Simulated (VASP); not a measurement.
Given:

```yaml
crystal:
  lattice:
    - [3.82117, 0.00000, 0.00000]
    - [-1.91059, 3.30923, 0.00000]
    - [0.00000, 0.00000, 24.39875]
  atoms:
    - { symbol: F, position: [0.66667, 0.33333, 0.33889] }
    - { symbol: F, position: [0.33333, 0.66667, 0.46789] }
    - { symbol: F, position: [0.00000, 0.00000, 0.40381] }
    - { symbol: F, position: [0.00000, 0.00000, 0.59619] }
    - { symbol: F, position: [0.66667, 0.33333, 0.53211] }
    - { symbol: F, position: [0.33333, 0.66667, 0.66111] }
    - { symbol: Cd, position: [0.33333, 0.66667, 0.37161] }
    - { symbol: Cd, position: [0.00000, 0.00000, 0.50000] }
    - { symbol: Cd, position: [0.66667, 0.33333, 0.62839] }
```

Level of theory: r2SCAN meta-GGA, VASP's PBE PAW potentials (set 64) (plane waves; VASP 6.6.1). Numerical set-up: PREC = Normal, 450 eV cut-off, 6×6×1 Γ-centred mesh, Gaussian smearing of 0.050 eV, potentials F Cd.

Q: Predict the energy per atom (σ→0).

A: 
```json
{
  "energy per atom (σ→0)": "-11.161 eV/atom"
}
```

The cell is a thin slab with vacuum, built from CdF2 (fluorite): (111) face.
